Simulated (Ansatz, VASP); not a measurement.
**Ge (Germanium): VASP beside Ansatz**

Aim: how closely do two programs agree when they are given the same cell, functional and k mesh? The cell is taken from a series of runs on this material, whose earlier steps may have relaxed, scaled, displaced or heated it; both programs get it as it stands.

Program: Ansatz 0.2.0. Level of theory: plane waves, with VASP 6.6.1 beside it; zone-centre phonons at LDA. Results are calculated unless marked as measured.

**1. Starting point**

Symmetry: I4_1/amd, No. 141, tetragonal system. The conventional cell has a = 3.935 Å, b = 3.935 Å, c = 5.664 Å, α = 90.00°, β = 90.00°, γ = 90.00°. Ge has 4 Ge at 2.42 Å nearest.

**2. Ansatz: zone-centre phonons, LDA**

Ansatz runs on its PAW soft_1 files.

Second derivatives magnify differences that forces hide, and they need a tight electronic threshold.

Contents of input.yaml:

```yaml
crystal:
  lattice:
    - [0.0, 2.7826352457, 2.8321442328]
    - [2.7826352457, 0.0, 2.8321442328]
    - [2.7826352457, 2.7826352457, 0.0]
  atoms:
    - { symbol: Ge, position: [0.4999731167, 0.4999731167, 0.4999847577] }
    - { symbol: Ge, position: [0.7500268833, 0.7500268833, 0.7500152423] }
kpoints:
  mp_grid: { grid: [12, 12, 12], shift: [0.5, 0.5, 0.5] }
hamiltonian:
  xc: lda
  pseudopotentials: { kind: paw, azcp: { folder: soft_1 }, xc_functional: pbe }
scf:
  occupations: { method: gaussian, width: 0.015 }
output:
  eigenvalues: true
phonons:
  method: dfpt
```

Run with:

```console
ansatz run input.yaml --threads 4 --pin off --max-ram 10240MiB --backend cpu --events-out ev --progress --plain --runs-dir out
```

Numbers of over 12 decimals in the logs are rounded to 6 here.

What it wrote:

```text
Engine: ansatz 0.2.0, aarch64-unknown-linux-gnu
Pseudopotentials: kind: paw
Pseudopotential: Ge, paw, valence charge 14, recommended cutoff 420 eV (normal), soft_1/Ge.paw.azcp
Functional definition: SPW92
  exchange = slater_x
  correlation = pw_c
Crystal: 2 atoms, lattice volume = 43.859 Å³
Basis set: ecut = 420 eV, 869 PW (Γ), exchange–correlation on 64×64×64 points (8 copies of the dense FFT grid, shifted against one another)
Bands: 18, of which v1, the nominal top of the filled ones, is band 14 counted from 1 (13 counted from 0)
Symmetry: 4 space group operations
k-points: 864 of 1728 (irreducible under 1 space group operation, time reversal used)
Non-local potential: Ge, projectors of the file, l = 0: 2, l = 1: 2, l = 2: 3, l = 3: 1
PAW form: soft (Blöchl's): semilocal exchange-correlation on the pseudo side does not see the compensation charge
PAW frozen core: Ge, regenerated for the run's functional, and the local potential with it (the file was generated under x = pbe(κ = 0.804, μ = 0.219515), c = pbe(β = 0.066725))
PAW one-centre angular grid: Ge, 590 points (default); XC on 64 Gauss nodes
Initial density: superposition of atomic densities (chi_scale 0.1, normalization cell)
Initial wavefunctions: pseudopotential atomic-orbital guess
Functional: x = slater, c = lda
SCF iter   1: F=—  HF=-8431.591811 eV  |F-HF|=—  |Δ(HF+E_count)|=         —  Δρ=3.60e-2  dr2=5.20e-1  ethr=3.10e-3  ⟨swp⟩=6.0  Hψ=73033  notcnv=0
preconditioner: auto → none  [insulator: Δε(μ)=0.292 eV  Ē_g=23.544 eV  σ=0.015 eV  W_gap=1.00  n_scr=14 (ndim 8)  ℏωp=29.7 eV  f_vac=0.000  D(μ)=0.00/eV (n_scr^D=0)  ε∞_Penn≈2.6]
SCF iter   2: F=—  HF=-8431.466626 eV  |F-HF|=—  |Δ(HF+E_count)|=   1.25e-1  Δρ=1.64e-2  dr2=8.49e-2  ethr=1.86e-3  ⟨swp⟩=2.0  Hψ=25920  notcnv=0
SCF iter   3: F=—  HF=-8431.451409 eV  |F-HF|=—  |Δ(HF+E_count)|=   1.52e-2  Δρ=2.42e-3  dr2=6.62e-4  ethr=3.03e-4  ⟨swp⟩=2.0  Hψ=22492  notcnv=0
SCF iter   4: F=—  HF=-8431.451513 eV  |F-HF|=—  |Δ(HF+E_count)|=   1.04e-4  Δρ=4.60e-4  dr2=8.16e-5  ethr=2.36e-6  ⟨swp⟩=2.0  Hψ=31085  notcnv=0
SCF iter   5: F=—  HF=-8431.451301 eV  |F-HF|=—  |Δ(HF+E_count)|=   2.12e-4  Δρ=5.46e-5  dr2=7.87e-7  ethr=2.91e-7  ⟨swp⟩=2.0  Hψ=30757  notcnv=0
SCF iter   6: F=—  HF=-8431.451298 eV  |F-HF|=—  |Δ(HF+E_count)|=   3.38e-6  Δρ=3.53e-5  dr2=2.74e-7  ethr=2.81e-9  ⟨swp⟩=2.0  Hψ=27648  notcnv=0
SCF iter   7: F=—  HF=-8431.451298 eV  |F-HF|=—  |Δ(HF+E_count)|=   2.44e-7  Δρ=4.12e-6  dr2=3.31e-9  ethr=9.79e-10  ⟨swp⟩=2.0  Hψ=25920  notcnv=0
SCF iter   8: F=-8431.451298 eV  HF=-8431.451298 eV  |F-HF|=5.46e-12  |Δ(HF+E_count)|=   3.31e-9  Δρ=1.21e-7  dr2=4.55e-12  ethr=1.00e-12  ⟨swp⟩=4.2  Hψ=83145  notcnv=0
SCF 1 converged in 8 iterations: F = -8431.451298 eV  dr2 = 4.55e-12
  greatest PAW one-centre occupation: 0.998 electrons in one spin orbital (limit 2), on the Ge atom at site 1 (counted from 0), in its partial waves of l = 2
DFPT response loops at Γ: preconditioner auto → none (the input reference at scf.mixing.eps_inf says where Resta's filter doesn't serve); β = 0.50; Broyden in place of MSR1
SCF converged after 8 iterations
Free energy (F): -8431.451298 eV
Harris-Foulkes:  -8431.451298 eV  (|F-HF|=5.46e-12)
Internal energy: -8431.451298 eV  (E = F + TS)
E sigma→0 (E₀):  -8431.451298 eV
Fermi energy:    8.731650 eV
--- Per-component energies (eV) ---
  E_band       = -300.950795
  E_kinetic    = 187.515248
  E_local      = -4465.217426  (includes V_loc(G=0)·N_el)
  E_nonlocal   = 442.282228
  E_hartree    = 2128.722539
  E_xc         = -143.365719
  E_vxc        = -131.952845  (∫ρ·V_xc dr)
  E_paw        = -3869.266620  (= ΣΔE_a)
  E_vpaw       = -591.023224  (= ΣTr[D̂ρ^β])
  E_aug_tail   = 0.000032  (compensation charges beyond the density's cutoff)
  E_ewald      = -2715.938232
  E_core_change = 3.816653  (= ΣΔE_core)
  E_smearing   = -0.000000  (= −TS)
  E_closure    = 0.000000  (closes the sum)
  Σ components = -8431.451298   (vs F -8431.451298, Δ=0.00e0)
--- Band table (eV; the first three rows and the last of 864) ---
  k-point 0: bands = [... 10 lower, -4.3814, 7.9355, 8.5612, 8.6544, 9.3282, 11.2344, 11.2411, 11.3321]
  k-point 1: bands = [... 10 lower, -4.2641, 6.7478, 8.0377, 8.5828, 9.8944, 11.3582, 11.4130, 12.1057]
  k-point 2: bands = [... 10 lower, -3.9766, 5.1311, 7.5908, 8.2585, 9.7885, 11.8002, 12.0381, 13.2420]
  k-point 863: bands = [... 10 lower, -2.2287, 0.8806, 6.9591, 7.1428, 9.0600, 12.3424, 12.4708, 15.7647]
--- Phonons (Γ-DFPT): 2 representative perturbations + reference, on 864 of 1728 k-points (Σ response iterations 6) ---
  k mesh reduced under 1 symmetry operation, with k and −k counted as one. Each operation leaves every solved perturbation unchanged. A smaller set is not used because it would not reduce the number of displacements times k-points to solve
  ASR residual: 5.413e-5 → 0.000e0 eV/Å²; symmetrization residual: 1.478e-6 eV/Å²
  ASR residual per site (eV/Å²): 5.41e-5 5.41e-5
  Γ frequencies (cm⁻¹): 0.00 0.00 0.00 297.36 297.44 298.52
  non-analytic LO–TO correction: not included (Born effective charges unavailable; polar crystals: no LO–TO splitting at Γ)
```

The column dr2 measures how far the density is from self-consistency, as an energy; F and HF (Harris–Foulkes) agree once it is small.

(Part 1 of 3 ends here.)

[Lines on the potential files, build, host, timing and source positions are cut from VASP's logs without a mark.]

[Logs are printed without paths, hosts, clocks, repeated set-up lines and the standing remarks that a program may print on its own settings, such as how far it seeks lower states.]

[Hosts, paths, dates, database ids (printed as entryN), source tags and the programs' standing remarks are cut or masked in the printed files.]
